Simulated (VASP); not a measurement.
Wanted: the native input for a VASP 6.6.1 run.

```
Task                   : optical spectrum
Functional             : PBE
Potentials or basis    : VASP PAW PBE potentials, release 64 (Ta_pv, Ni, O)
Cutoff                 : 520 eV
k mesh                 : 7 × 7 × 7
Occupations            : fermi-dirac, width 0.05 eV
Spin                   : collinear spin, ferromagnetic start
Starting moments       : [0.0, 0.0, 0.0, 0.0, 1.0, 0.0, 0.0, 0.0, 0.0, 0.0, 0.0, 0.0, 0.0, 0.0, 0.0, 0.0] μB
Further INCAR settings : ALGO = Normal; EDIFF = 1e-06; NBANDS = 92
```

The structure of Ta4NiO11 lies in POSCAR:

```
Ta4NiO11
1.0
    1.9549500000    -14.8297300000      0.0000000000
    1.9549500000     14.8297300000      0.0000000000
    0.0000000000      0.0000000000      3.8859000000
Ta Ni O
4 1 11
Direct
    0.2043700000      0.7956300000      0.0000000000
    0.9245100000      0.0754900000      0.0000000000
    0.0754900000      0.9245100000      0.0000000000
    0.7956300000      0.2043700000      0.0000000000
    0.5000000000      0.5000000000      0.0000000000
    0.1398700000      0.8601300000      0.0000000000
    0.7210700000      0.2789300000      0.0000000000
    0.4364500000      0.5635500000      0.0000000000
    0.5635500000      0.4364500000      0.0000000000
    0.0000000000      0.0000000000      0.0000000000
    0.8601300000      0.1398700000      0.0000000000
    0.2789300000      0.7210700000      0.0000000000
    0.9279000000      0.0721000000      0.5000000000
    0.0721000000      0.9279000000      0.5000000000
    0.7943600000      0.2056400000      0.5000000000
    0.2056400000      0.7943600000      0.5000000000
```

The cell was built by a generator and needn't be a form met in nature.

One way to write it, as run:

INCAR

```
SYSTEM = Ta4NiO11
PREC     = Accurate       ! precision mode
ENCUT    = 520            ! plane-wave cutoff, eV
EDIFF    = 1E-6           ! SCF threshold, eV
ISMEAR   = -1             ! smearing method
SIGMA    = 0.05           ! smearing width, eV
LREAL    = .False.        ! projectors in reciprocal space
LASPH    = .True.         ! aspherical terms in the spheres
NELM     = 150            ! most SCF steps
ALGO     = Normal         ! electronic algorithm
ISIF     = 2              ! what is computed and relaxed
LWAVE    = .False.        ! write WAVECAR
LCHARG   = .False.        ! write CHGCAR
ISPIN    = 2              ! spin polarisation
MAGMOM   = 0 0 0 0 1 0 0 0 0 0 0 0 0 0 0 0 ! initial moments
LORBIT   = 11             ! projections on sites
LMAXMIX  = 4              ! l up to which the mixer works
GGA      = PE             ! functional
LOPTICS  = .True.         ! frequency-dependent dielectric function
NBANDS   = 92             ! bands
NEDOS    = 2000           ! points of the DOS
CSHIFT   = 0.1          
KPAR     = 4
```

KPOINTS

```
Automatic mesh
0
Gamma
  7 7 7
  0 0 0
```

Potentials or basis: VASP PAW PBE potentials, release 64 (Ta_pv, Ni, O).

The run is started by

```bash
$ cat potpaw_PBE.64/Ta_pv/POTCAR potpaw_PBE.64/Ni/POTCAR potpaw_PBE.64/O/POTCAR > POTCAR
$ mpirun -np 4 vasp_std > vasp.out
```

Results of the run:

```yaml
Pressure: 0.8 GPa
Largest_force: 0.081 eV/Å
Band_gap_on_the_k_mesh: none (metal or under the smearing width)
Net_moment: -0.85 μB per cell
Site_moments: Ta +0.00; Ni -0.71; O +0.00, -0.01, -0.09, -0.00 μB
Valence_electrons_inside_the_program's_atomic_spheres: Ta 8.74, 8.77; Ni 9.20; O 5.10, 5.11, 5.00, 5.08
```

Caveat: spectra need much finer meshes, so this one isn't converged; independent-particle spectra lack excitons; the intraband (Drude) part of a metal's response may be missing; a cell with one magnetic atom can't hold antiferromagnetic order, which such compounds often take; semilocal functionals often make such compounds metallic where correlation or magnetic order opens a gap, which also shifts bond lengths.

It took 45 min on 4 MPI ranks on Intel(R) Xeon(R) 6975P-C (Granite Rapids) (shared host), peak memory 4.7 GiB a rank.
